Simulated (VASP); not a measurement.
Here is the system:

```
CELL_PARAMETERS angstrom
      2.11071    -3.65585     0.00000
      2.11071     3.65585     0.00000
      0.00000     0.00000     5.06844
ATOMIC_POSITIONS crystal
  Se 0.00000 0.23442 0.66667
  Se 0.76558 0.76558 0.00000
  Se 0.23442 0.00000 0.33333
```

Computed with AM05 GGA, VASP's PBE PAW potentials (set 64) (plane waves; VASP). Settings: 520 eV cut-off, Gaussian smearing of 0.050 eV, potentials Se.

Without a dispersion term in the relaxation, distances and binding between the weakly bound layers, chains or molecules are unreliable, and so is what depends on them.

Give the energies of bands 4 to 12 at the high-symmetry points, in eV from the valence-band maximum.

| band | Γ | M | K | A | L | H |
|---|---|---|---|---|---|---|
| 4 | -3.70 | -5.30 | -5.09 | -4.78 | -6.06 | -5.80 |
| 5 | -3.67 | -4.81 | -5.09 | -3.23 | -4.41 | -5.14 |
| 6 | -3.67 | -3.57 | -2.99 | -3.23 | -4.23 | -5.14 |
| 7 | -1.95 | -3.17 | -2.99 | -1.48 | -2.12 | -1.12 |
| 8 | -1.95 | -1.67 | -2.80 | -1.48 | -1.63 | -0.12 |
| 9 | -0.43 | -1.02 | -1.97 | -1.27 | -0.04 | -0.12 |
| 10 | 1.62 | 1.69 | 3.09 | 1.07 | 1.42 | 0.69 |
| 11 | 1.62 | 2.05 | 3.09 | 1.09 | 2.70 | 2.50 |
| 12 | 2.08 | 4.14 | 3.70 | 1.09 | 2.80 | 2.50 |

The gap is indirect, 0.68 eV, from the valence maximum at L-H at 0.56 to the conduction minimum at H.

The compound is Se in the trig structure. It was relaxed first.
